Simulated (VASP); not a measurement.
Input:

```
CELL_PARAMETERS angstrom
      0.00000     2.17476     2.17476
      2.17476     0.00000     2.17476
      2.17476     2.17476     0.00000
ATOMIC_POSITIONS crystal
  Rh 0.00000 0.00000 0.00000
  B  0.50000 0.50000 0.50000
```

Calculation: PBEsol GGA, VASP's PBE PAW potentials (set 64) (plane waves; VASP). Settings: 520 eV cut-off, Gaussian smearing of 0.050 eV, potentials Rh_pv B.

Problem. Give the energies of bands 5 to 12 at the high-symmetry points, in eV from the Fermi level.

Solution. 
```tsv
band	Γ	X	U	L	W
5	-3.64	-5.49	-5.83	-6.99	-5.26
6	-3.64	-4.32	-4.94	-5.62	-5.26
7	-3.64	-1.97	-4.14	-5.62	-4.96
8	-2.92	-0.99	-1.37	-1.56	-0.99
9	-2.92	-0.99	-0.85	-1.56	0.32
10	2.66	0.10	0.40	0.79	0.32
11	2.66	0.10	3.21	8.24	2.09
12	2.66	3.56	3.70	8.24	3.24
```

It has no gap at this level: it comes out as a metal or semimetal.

The structure was generated: RhB was put into the rock salt type (Fm-3m), which need not be its known phase. It was relaxed first, which changed the volume by -29 %.
